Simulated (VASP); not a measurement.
All values below come from RPBE GGA, VASP's PBE PAW potentials (set 64) (plane waves; VASP).

A VASP calculation is set up with these files.

**KPOINTS**
```
Automatic
0
gamma
 10 10 10
0 0 0
```

File POSCAR:
```
GdN
1
    0.0000000000     2.5089094122     2.5089094122
    2.5089094122     0.0000000000     2.5089094122
    2.5089094122     2.5089094122     0.0000000000
Gd N
1 1
Direct
  0.0000000000   0.0000000000   0.0000000000
  0.5000000000   0.5000000000   0.5000000000
```

INCAR:
```
SYSTEM = GdN
PREC = Accurate; ENCUT = 520; LREAL = .False.
LASPH = .True.
EDIFF = 1E-7; NELM = 100; ALGO = Normal
LMAXMIX = 6
ISMEAR = -5
GGA = RP
ISIF = 2
LWAVE = .False.; LCHARG = .True.; LORBIT = 11
NEDOS = 601
```

POTCAR, in this order: Gd_3 N (PBE.64 set). Program: vasp_std.

The 4f electrons are frozen in the core of the lanthanide potential, so 4f levels, which can set the real gap, and their magnetism are missing.

Question: Estimate the energy per atom (σ→0), band gap (on the k-mesh).

Answer: 
The energy per atom (σ→0) is -7.659 eV/atom and the band gap (on the k-mesh) is 0.07 eV.

**OSZICAR**
```
...
DAV:   9    -0.153172525538E+02    0.49246E-02   -0.18450E-02  1265   0.111E+00    0.741E-01
DAV:  10    -0.153177537570E+02   -0.50120E-03   -0.78749E-04  1421   0.271E-01    0.498E-01
DAV:  11    -0.153177504240E+02    0.33331E-05   -0.22029E-04  1287   0.108E-01    0.279E-02
DAV:  12    -0.153177529904E+02   -0.25665E-05   -0.92275E-06  1315   0.305E-02    0.156E-02
DAV:  13    -0.153177529059E+02    0.84574E-07   -0.21791E-06  1403   0.100E-02    0.533E-03
DAV:  14    -0.153177530527E+02   -0.14679E-06   -0.10342E-07   947   0.327E-03    0.382E-04
DAV:  15    -0.153177530782E+02   -0.25572E-07   -0.84150E-09   790   0.791E-04
   1 F= -.15317753E+02 E0= -.15317753E+02  d E =0.000000E+00
```

The compound is GdN in the rock salt structure. It was relaxed first.
